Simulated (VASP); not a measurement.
Here is the system:

```
Pd
1.0
    0.00000     1.98390     1.98390
    1.98390     0.00000     1.98390
    1.98390     1.98390     0.00000
Pd
1
Cartesian
  0.00000   0.00000   0.00000
```

The numbers are results of PBE GGA, VASP's PBE PAW potentials (set 64) (plane waves; VASP), not measurements. Numerical set-up: LREAL = Auto, 400 eV cut-off, 14×14×14 Γ-centred mesh, first-order Methfessel-Paxton smearing of 0.10 eV, potentials Pd.

Problem. Estimate the energy per atom (σ→0), pressure, band gap (on the k-mesh) with the smallest direct gap where there is one.

Solution. 
```
Property                                                     Value
------------------------  ----------------------------------------
band gap (on the k-mesh)  none (metal, semimetal or under 0.01 eV)
energy per atom (σ→0)                               -5.203 eV/atom
pressure                                                 -3.51 GPa
```

The absolute energy has meaning only against runs of the same code, potentials and settings.

The compound is Pd in the fcc structure. The cell was not relaxed at this level. The run is one of a series of settings (LREAL = Auto against the base run), some of them coarse on purpose.
